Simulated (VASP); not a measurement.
# Sr2MgAl3: Si into a neighbouring Sr vacancy, part 2 of 5

How hard is this move in Sr2MgAl3: Si into a neighbouring Sr vacancy? Both ends are relaxed first, then a band of images between them. The start is a cell from a database of measured crystal structures.

VASP 6.6.1, plane waves and PAW; the level of theory is named at each step.

Still holding for the runs below: The k-mesh is coarse for a metal.

So far. Step 2 (Relax the host): The run ended after 12 ionic steps, 1.092 eV below its first step, once forces and stress met EDIFFG = -0.03. Step 2 (Relax the host): An edge changed by 6 % against the database cell. In a metal the coarse mesh may share the blame. The relaxed cell has a = 6.029, c = 9.549 Å (conventional setting).

## 3. Relax the host again, on a new basis

Level of this step: PBE; plane waves and PAW (Sr_sv, Al, Mg) (VASP).

The volume changed by more than 5 %, so the plane waves of the start no longer fit; a second relaxation removes that error.

INCAR reads:

```
SYSTEM = Sr2MgAl3
PREC = Normal
ENCUT = 350
EDIFF = 1E-05
NELM = 120
ISMEAR = 1
SIGMA = 0.15
LREAL = Auto
ALGO = Fast
GGA = PE
NBANDS = 43
LORBIT = 11
LWAVE = .FALSE.
LCHARG = .FALSE.
NCORE = 5
LASPH = .TRUE.
IBRION = 2
NSW = 30
ISIF = 3
EDIFFG = -0.03
POTIM = 0.4
```

POSCAR reads:

```
Sr2MgAl3
1.0
    6.0290813999      0.0000000000      0.0000000000
   -3.0145406999      5.2213376538      0.0000000000
    0.0000000000      0.0000000000      9.5491033943
Sr Al Mg
4 6 2
Direct
    0.6666666667      0.3333333333      0.9318812417
    0.3333333333      0.6666666667      0.4318812417
    0.6666666667      0.3333333333      0.5681187583
    0.3333333333      0.6666666667      0.0681187583
    0.6525482742      0.8262741371      0.7500000000
    0.8262741371      0.1737258629      0.2500000000
    0.1737258629      0.3474517258      0.7500000000
    0.3474517258      0.1737258629      0.2500000000
    0.1737258629      0.8262741371      0.7500000000
    0.8262741371      0.6525482742      0.2500000000
    0.0000000000      0.0000000000      0.5000000000
    0.0000000000      0.0000000000      0.0000000000
```

KPOINTS reads:

```
Automatic mesh
0
Gamma
3 3 2
0 0 0
```

PAW data sets: Sr_sv, Al and Mg (PBE family, release 64).

Launch:

```sh
$ mpirun -np 5 vasp_std
```

What it wrote:

```text
[banner, memory and clock lines left out]
running    5 mpi-ranks, on    1 nodes
 distrk:  each k-point on    5 cores,    1 groups
 distr:  one band on    5 cores,    1 groups

 POSCAR found type information on POSCAR SrAlMg
 POSCAR found :  3 types and      12 ions
 [... a notice as in an earlier step ...]

 LDA part: xc-table for (Slater+PW92), standard interpolation
 POSCAR, INCAR and KPOINTS ok, starting setup
 FFT: planning ... GRIDC
 FFT: planning ... GRID_SOFT
 FFT: planning ... GRID
 WAVECAR not read
 entering main loop
       N       E                     dE             d eps       ncg     rms          rms(c)
DAV:   1     0.265279053787E+03    0.26528E+03   -0.21345E+04   516   0.898E+02
DAV:   2    -0.910855818976E+01   -0.27439E+03   -0.26602E+03   614   0.224E+02
DAV:   3    -0.324278150918E+02   -0.23319E+02   -0.23001E+02   725   0.489E+01
DAV:   4    -0.340365690961E+02   -0.16088E+01   -0.16009E+01   776   0.118E+01
DAV:   5    -0.340848273637E+02   -0.48258E-01   -0.48246E-01   720   0.207E+00    0.352E+01
RMM:   6    -0.338268182322E+02    0.25801E+00   -0.35717E-01   519   0.192E+00    0.206E+01
RMM:   7    -0.337673692054E+02    0.59449E-01   -0.50815E-01   566   0.268E+00    0.710E-01
RMM:   8    -0.337590269754E+02    0.83422E-02   -0.88408E-02   586   0.920E-01    0.287E-01
RMM:   9    -0.337617204424E+02   -0.26935E-02   -0.26307E-02   696   0.399E-01    0.243E-01
RMM:  10    -0.337625176460E+02   -0.79720E-03   -0.79306E-03   760   0.182E-01    0.169E-01
RMM:  11    -0.337626371102E+02   -0.11946E-03   -0.22318E-03   668   0.123E-01    0.425E-02
RMM:  12    -0.337627600836E+02   -0.12297E-03   -0.12370E-03   662   0.682E-02    0.311E-02
RMM:  13    -0.337627970093E+02   -0.36926E-04   -0.37909E-04   537   0.382E-02    0.241E-02
RMM:  14    -0.337628140618E+02   -0.17053E-04   -0.15785E-04   510   0.285E-02    0.885E-03
RMM:  15    -0.337628216607E+02   -0.75989E-05   -0.70533E-05   466   0.192E-02
   1 F= -.33762822E+02 E0= -.33760837E+02  d E =-.337628E+02
 curvature:   0.00 expect dE= 0.000E+00 dE for cont linesearch  0.000E+00
 trial: gam= 0.00000 g(F)=  0.110E-04 g(S)=  0.946E-04 ort = 0.000E+00 (trialstep = 0.100E+01)
 search vector abs. value=  0.106E-03
 reached required accuracy - stopping structural energy minimisation
```

It took 6.2 s on 5 MPI ranks of Intel Xeon 6975P-C (Granite Rapids), shared host; peak memory 0.6 GiB.

Parts of OUTCAR (step 3):

```text
  LATTYP: Found a hexagonal cell.
 ALAT       =     6.0290813999
 C/A-ratio  =     1.5838405158

 Found      6 irreducible k-points:

   dimension x,y,z NGX =    28 NGY =   28 NGZ =   48
   dimension x,y,z NGXF=    56 NGYF=   56 NGZF=   96

   ENCUT  =  350.0 eV  25.72 Ry    5.07 a.u.   9.20  9.20 14.57*2*pi/ulx,y,z

   NELECT =      62.0000    total number of electrons

 E-fermi :   4.0826

 k-point     1 :       0.0000    0.0000    0.0000
  band No.  band energies     occupation
    ...
     28       2.6415      2.00000
     29       2.9435      2.00000
     30       2.9435      2.00000
     31       3.3205      2.00000
     32       3.3206      2.00000
     33       4.2401     -0.05906
     34       4.8262     -0.00000
     35       4.8262     -0.00000
     36       5.1625     -0.00000
     37       5.7051     -0.00000
    ...

 k-point     2 :       0.3333    0.0000    0.0000
  band No.  band energies     occupation
    ...
     28       3.6346      2.00020
     29       3.7585      2.00920
     30       3.8496      2.05041
     31       3.9750      1.93186
     32       4.0894      0.92354
     33       4.5296     -0.00021
     34       4.6426     -0.00000
     35       5.0142     -0.00000
     36       5.7149     -0.00000
     37       5.8469     -0.00000
    ...

  Total       -0.0686381     -0.0686381      0.1413850     -0.0000000      0.0000000     -0.0000000
  in kB       -0.3658308     -0.3658308      0.7535610     -0.0000000      0.0000000     -0.0000000
  external PRESSURE =       0.0072998 kB  Pullay stress =       0.0000000 kB

  energy-cutoff  :      350.00
  volume of cell :      300.60
      direct lattice vectors                 reciprocal lattice vectors
     6.029081400  0.000000000  0.000000000     0.165862747  0.095760901  0.000000000
    -3.014540700  5.221337654  0.000000000     0.000000000  0.191521803  0.000000000
     0.000000000  0.000000000  9.549103394     0.000000000  0.000000000  0.104721874

 POSITION                                       TOTAL-FORCE (eV/Angst)
 -----------------------------------------------------------------------------------
      3.01454      1.74045      8.89863        -0.000000     -0.000000     -0.001424
     -0.00000      3.48089      4.12408        -0.000000      0.000000     -0.001424
      3.01454      1.74045      5.42502        -0.000000     -0.000000      0.001424
     -0.00000      3.48089      0.65047        -0.000000      0.000000      0.001424
      1.44343      4.31426      7.16183         0.005894      0.003403      0.000000
      4.45797      0.90708      2.38728         0.005894     -0.003403      0.000000
      0.00000      1.81416      7.16183        -0.000000     -0.006806      0.000000
      1.57111      0.90708      2.38728        -0.005894     -0.003403      0.000000
     -1.44343      4.31426      7.16183        -0.005894      0.003403      0.000000
      3.01454      3.40717      2.38728         0.000000      0.006806      0.000000
      0.00000      0.00000      4.77455        -0.000000      0.000000      0.000000
      0.00000      0.00000      0.00000        -0.000000      0.000000      0.000000
 -----------------------------------------------------------------------------------
    total drift:                                0.000000     -0.000000      0.000000

  FREE ENERGIE OF THE ION-ELECTRON SYSTEM (eV)
  ---------------------------------------------------
  free  energy   TOTEN  =       -33.7628216607 eV

  energy  without entropy=      -33.7568682613  energy(sigma->0) =      -33.76083719

 total charge
# of ion       s       p       d       tot
------------------------------------------
    1        2.028   5.751   0.273   8.052
    2        2.028   5.751   0.273   8.052
    3        2.028   5.751   0.273   8.052
    4        2.028   5.751   0.273   8.052
    5        0.433   0.333   0.000   0.767
    6        0.433   0.333   0.000   0.767
    7        0.433   0.333   0.000   0.767
    8        0.433   0.333   0.000   0.767
    9        0.433   0.333   0.000   0.767
   10        0.433   0.333   0.000   0.767
   11        0.193   0.154   0.013   0.360
   12        0.193   0.154   0.013   0.360
--------------------------------------------------
tot         11.100  25.310   1.119  37.529

[... 4 parts as in an earlier step ...]

[... 7 further parts left out ...]
```

Little changed from the start: no atom moved by 0.005 Å and no cell edge by 0.1 %.

This step gave:

```yaml
electronic_cycles: 15
free_energy_toten: -33.76 eV
energy_at_zero_smearing: -33.76 eV
fermi_energy: 4.083 eV
```

The start already met the threshold, so nothing moved.

(Part 2 of 5 ends here.)

[Lines on the potential files, build, host, timing and source positions are cut from VASP's logs without a mark.]

[Logs are printed without paths, hosts, clocks, repeated set-up lines and the standing remarks that a program may print on its own settings, such as how far it seeks lower states.]

[Hosts, paths, dates, database ids (printed as entryN), source tags and the programs' standing remarks are cut or masked in the printed files.]

[Runs that stopped without an error message from VASP are left out.]
